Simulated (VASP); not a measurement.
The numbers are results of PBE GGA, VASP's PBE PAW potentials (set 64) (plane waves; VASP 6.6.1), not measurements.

A VASP calculation is set up with these files.

**INCAR**
```
SYSTEM  =  NiSi2
PREC  =  Accurate; ENCUT  =  500; LREAL  =  .False.
LASPH  =  .True.
EDIFF  =  1E-6; NELM  =  100; ALGO  =  Normal
LMAXMIX  =  4
ISMEAR  =  1; SIGMA  =  0.1
GGA  =  PE
IBRION  =  2; NSW  =  40; ISIF  =  3
EDIFFG  =  -0.02; PSTRESS  =  200
LWAVE  =  .False.; LCHARG  =  .False.
```

**KPOINTS**
```
Regular mesh
0
gamma
10 10 10
```

File POSCAR:
```
NiSi2
1.0
  0.0000000000   2.6270757637   2.6270757637
  2.6270757637   0.0000000000   2.6270757637
  2.6270757637   2.6270757637   0.0000000000
Si Ni
2 1
Cartesian
  1.3135378819   1.3135378819   1.3135378819
  3.9406136456   3.9406136456   3.9406136456
  0.0000000000   0.0000000000   0.0000000000
```

POTCAR, in this order: Si Ni (PBE.64 set). Program: vasp_std.

The run wrote:

### OSZICAR
```
       N       E                     dE             d eps       ncg     rms          rms(c)
DAV:   1     0.715146256245E+02    0.71515E+02   -0.80222E+03  1230   0.140E+03
DAV:   2    -0.153538647032E+02   -0.86868E+02   -0.82331E+02  1272   0.253E+02
DAV:   3    -0.192072883585E+02   -0.38534E+01   -0.37599E+01  1563   0.606E+01
DAV:   4    -0.192835551317E+02   -0.76267E-01   -0.76050E-01  1475   0.798E+00
DAV:   5    -0.192855965716E+02   -0.20414E-02   -0.20405E-02  1596   0.136E+00    0.174E+01
DAV:   6    -0.230813819175E+02   -0.37958E+01   -0.52125E+01  1350   0.181E+02    0.234E+01
DAV:   7    -0.171934154968E+02    0.58880E+01   -0.15447E+01  1475   0.115E+02    0.387E+00
DAV:   8    -0.172012710063E+02   -0.78555E-02   -0.20217E+00  1831   0.231E+01    0.296E+00
DAV:   9    -0.171379340103E+02    0.63337E-01   -0.31442E-01  1463   0.130E+01    0.615E-01
DAV:  10    -0.171362891559E+02    0.16449E-02   -0.16423E-02  1606   0.302E+00    0.240E-01
DAV:  11    -0.171363678069E+02   -0.78651E-04   -0.13415E-03  1779   0.568E-01    0.563E-02
DAV:  12    -0.171364003812E+02   -0.32574E-04   -0.71953E-05  1513   0.849E-02    0.246E-02
DAV:  13    -0.171363981088E+02    0.22724E-05   -0.15706E-05  1698   0.948E-02    0.751E-03
DAV:  14    -0.171363982427E+02   -0.13386E-06   -0.17088E-06  1132   0.141E-02
   1 F= -.12609849E+02 E0= -.12608946E+02  d E =-.126098E+02
```

File OUTCAR:
```
------------------------ aborting loop because EDIFF is reached ----------------------------------------
  FORCE on cell =-STRESS in cart. coord.  units (eV):
  Direction    XX          YY          ZZ          XY          YZ          ZX
  --------------------------------------------------------------------------------------
  Total        4.4780794      4.4780794      4.4780794     -0.0000000      0.0000000      0.0000000
  in kB      197.8584429    197.8584429    197.8584429     -0.0000000      0.0000000      0.0000000
  external PRESSURE =      -2.1415571 kB  Pullay stress =     200.0000000 kB
  volume of cell :       36.26
      direct lattice vectors                 reciprocal lattice vectors
     0.000000000  2.627075764  2.627075764    -0.190325687  0.190325687  0.190325687
     2.627075764  0.000000000  2.627075764     0.190325687 -0.190325687  0.190325687
     2.627075764  2.627075764  0.000000000     0.190325687  0.190325687 -0.190325687
 POSITION                                       TOTAL-FORCE (eV/Angst)
 -----------------------------------------------------------------------------------
      1.31354      1.31354      1.31354        -0.000000     -0.000000     -0.000000
      3.94061      3.94061      3.94061         0.000000      0.000000      0.000000
      0.00000      0.00000      0.00000         0.000000     -0.000000     -0.000000
 -----------------------------------------------------------------------------------
    total drift:                               -0.000000     -0.000000      0.000000
  FREE ENERGIE OF THE ION-ELECTRON SYSTEM (eV)
  ---------------------------------------------------
  free  energy   TOTEN  =       -17.1363982427 eV

  energy  without entropy=      -17.1336872636  energy(sigma->0) =      -17.13549458
  enthalpy is  TOTEN    =       -12.6098494883 eV   P V=        4.5265487544

 reached required accuracy - stopping structural energy minimisation
```
(Selected blocks of OUTCAR.)

The compound is NiSi2 in the fluorite structure. It was relaxed first under an external pressure of 20 GPa. The run is not spin-polarised, so no magnetic state was tried.
